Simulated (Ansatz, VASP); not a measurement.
# CoH3 in two plane-wave programs, part 2 of 2

Aim: how closely do two programs agree when they are given the same cell, functional and k mesh? The cell is taken from a series of runs on this material, whose earlier steps may have relaxed, scaled, displaced or heated it; both programs get it as it stands.

VASP 6.6.1 and Ansatz 0.2.0.

So far. Step 5 (VASP: single point, PBE, pair 2): The run ends at a pressure of 4.27 GPa, with forces up to 0.19 eV/Å. Step 6 (Ansatz: single point, PBE, pair 2): The run ends at a pressure of 4.38 GPa, with forces up to 0.17 eV/Å.

## (8) Ansatz: single point, PBE, pair 3

Level of this step: Ansatz beside VASP: Kohn-Sham DFT, plane waves, PBE (Ansatz).

With cell and atoms fixed, the geometry can't cause a difference; cores, projectors, grids and the points listed under the comparison can.

The cell is taken from a series of runs on this material, whose earlier steps may have relaxed, scaled, displaced or heated it; both programs get it as it stands.

The input, input.yaml:

```yaml
crystal:
  lattice:
    - [2.6121745813, 0.0, 0.0]
    - [0.0, 2.6121745813, 0.0]
    - [0.0, 0.0, 2.6121745813]
  atoms:
    - { symbol: Co, position: [0.0, 0.005255162, 0.0] }
    - { symbol: H, position: [0.0, 0.3774967024, 0.5] }
    - { symbol: H, position: [0.5, -0.0622389221, 0.5] }
    - { symbol: H, position: [0.5, 0.3774967024, 0.0] }
kpoints:
  mp_grid: { grid: [16, 16, 16] }
hamiltonian:
  xc: pbe
  pseudopotentials: { kind: nc }
scf:
  occupations: { method: methfessel_paxton, width: 0.2 }
output:
  forces: true
  stress: true
  eigenvalues: true
```

Run with:

```
$ ansatz run input.yaml --threads 4 --pin off --max-ram 7168MiB --backend cpu --events-out ev --progress --plain --runs-dir out
```

Numbers of over 12 decimals in the logs are rounded to 6 here.

Log:

```text
[...]
Crystal: 4 atoms, lattice volume = 17.824 Å³
Basis set: ecut = 1306.14654 eV, 1935 PW (Γ), exchange–correlation on 64×64×64 points (8 copies of the dense FFT grid, shifted against one another)
Bands: 14, of which v1, the nominal top of the filled ones, is band 10 counted from 1 (9 counted from 0)
Symmetry: 8 space group operations
[...]
--- Band table (eV; the first three rows and the last of 405) ---
  k-point 0: bands = [... 6 lower, 9.6051, 13.0507, 13.0507, 13.0522, 18.7822, 20.4486, 24.5349, 24.5349]
  k-point 1: bands = [... 6 lower, 9.6310, 12.9893, 13.0055, 13.0551, 18.6757, 20.0263, 24.3466, 24.6695]
  k-point 2: bands = [... 6 lower, 9.7096, 12.8213, 12.8792, 13.0644, 18.0521, 19.4610, 24.3539, 25.0636]
  k-point 404: bands = [... 6 lower, 7.6595, 13.5837, 13.7522, 16.6550, 16.6550, 17.7513, 19.5037, 20.4166]
[key lines of the parts left out:]
SCF converged after 8 iterations
Free energy (F): -4210.869037 eV
Fermi energy:    13.995790 eV
P = ⅓ Tr σ = 9.3081 GPa (93.081 kbar)
```

The run ends at a pressure of 9.31 GPa, with forces up to 0.78 eV/Å.

## (9) VASP: single point, PBE, pair 3

The same cell, functional, mesh and smearing now go to VASP, with its own data sets.

The input, INCAR:

```
SYSTEM = CoH3
PREC = Accurate
ENCUT = 600
EDIFF = 1E-06
NELM = 120
ISMEAR = 1
SIGMA = 0.2
LREAL = .FALSE.
ALGO = Normal
GGA = PE
NBANDS = 12
LASPH = .TRUE.
LORBIT = 11
LWAVE = .FALSE.
LCHARG = .FALSE.
ISIF = 2
GGA_COMPAT = .FALSE.
```

The input, POSCAR:

```
CoH3
1.0
    2.6121745813      0.0000000000      0.0000000000
    0.0000000000      2.6121745813      0.0000000000
    0.0000000000      0.0000000000      2.6121745813
Co H
1 3
Direct
    0.0000000000      0.0052551620      0.0000000000
    0.0000000000      0.3774967024      0.5000000000
    0.5000000000      0.9377610779      0.5000000000
    0.5000000000      0.3774967024      0.0000000000
```

The input, KPOINTS:

```
Automatic mesh
0
Gamma
16 16 16
0 0 0
```

The projector-augmented-wave data sets are Co and H (PBE family, release 64).

Run with:

```
$ mpirun -np 1 vasp_std
```

Log:

```text
[... set-up lines as in an earlier step ...]
 entering main loop
       N       E                     dE             d eps       ncg     rms          rms(c)
DAV:   1     0.425264218928E+02    0.42526E+02   -0.61839E+03  9776   0.129E+03
DAV:   2    -0.160118294071E+02   -0.58538E+02   -0.54264E+02 10120   0.213E+02
DAV:   3    -0.180509102911E+02   -0.20391E+01   -0.20256E+01 11352   0.468E+01
DAV:   4    -0.180728540566E+02   -0.21944E-01   -0.21935E-01 11152   0.432E+00
[...]
DAV:  11    -0.161469780168E+02   -0.26862E-05   -0.16590E-04 11248   0.175E-01    0.252E-02
DAV:  12    -0.161469744222E+02    0.35946E-05   -0.14312E-05 11768   0.385E-02    0.211E-03
DAV:  13    -0.161469742116E+02    0.21058E-06   -0.57068E-07  5720   0.104E-02
   1 F= -.16146974E+02 E0= -.16147645E+02  d E =0.201219E-02
```

From OUTCAR (step 9):

```text
  Total        0.6058252      1.8818941      0.6058252      0.0000000      0.0000000     -0.0000000
  in kB       54.4566988    169.1605790     54.4566988      0.0000000      0.0000000     -0.0000000
  external PRESSURE =      92.6913256 kB  Pullay stress =       0.0000000 kB

 POSITION                                       TOTAL-FORCE (eV/Angst)
 -----------------------------------------------------------------------------------
      0.00000      0.01373      0.00000         0.000000     -0.806284      0.000000
      0.00000      0.98609      1.30609        -0.000000      0.417243     -0.000000
      1.30609      2.44960      1.30609         0.000000     -0.028203     -0.000000
      1.30609      0.98609      0.00000         0.000000      0.417243     -0.000000
 -----------------------------------------------------------------------------------
    total drift:                                0.000000     -0.000342      0.000002

  FREE ENERGIE OF THE ION-ELECTRON SYSTEM (eV)
  ---------------------------------------------------
  free  energy   TOTEN  =       -16.1469742116 eV

  energy  without entropy=      -16.1489864016  energy(sigma->0) =      -16.14764494

[... 2 parts as in an earlier step ...]

[... 1 further part left out ...]
[key lines of the parts left out:]
E-fermi :   8.1700
```

The run ends at a pressure of 9.27 GPa, with forces up to 0.81 eV/Å.

## (10) Side by side

What differs besides the data sets and the points named for the pairs above, as far as they apply: the data sets hold 20 valence electrons in Ansatz (on norm-conserving files, of PseudoDojo where its log says so) and 12 in VASP. Total energies have different zeros and are not compared.

Both answers:

| quantity | Ansatz | VASP | difference |
| --- | --- | --- | --- |
| pressure (GPa) | 9.31 | 9.27 | +0.04 |

Forces (eV/Å; atoms numbered as in POSCAR):

| atom | Ansatz x, y, z | VASP x, y, z |
| --- | --- | --- |
| Co1 | 0.000, -0.782, 0.000 | 0.000, -0.806, 0.000 |
| H2 | 0.000, 0.407, 0.000 | 0.000, 0.417, 0.000 |
| H3 | 0.000, -0.031, 0.000 | 0.000, -0.028, 0.000 |
| H4 | 0.000, 0.407, 0.000 | 0.000, 0.417, 0.000 |

The forces differ by 8.1 meV/Å r.m.s., which is 2.8 % of the r.m.s. force of 0.289 eV/Å (both taken over all components).

## (11) Summary of results

| Quantity | Value |
| --- | --- |
| difference in pressure (single point, PBE, pair 1) | 0.38 GPa |
| r.m.s. force difference (single point, PBE, pair 2) | 5.9 meV/Å |
| r.m.s. force difference (single point, PBE, pair 3) | 2.8 % of the r.m.s. force |

**Reading.** The r.m.s. force difference is 2.8 % of the r.m.s. force (single point, PBE, pair 3), within the 3 % picked in this series as the mark of a large difference. The data sets hold unlike numbers of valence electrons (20 in Ansatz and 12 in VASP), so part of the differences comes from the potentials. 5 further runs of this series are not shown here. How closely two codes agree says nothing of how well the functional describes the real material.

[Lines on the potential files, build, host, timing and source positions are cut from VASP's logs without a mark.]

[Logs are printed without paths, hosts, clocks, repeated set-up lines and the standing remarks that a program may print on its own settings, such as how far it seeks lower states.]

[Hosts, paths, dates, database ids (printed as entryN), source tags and the programs' standing remarks are cut or masked in the printed files.]
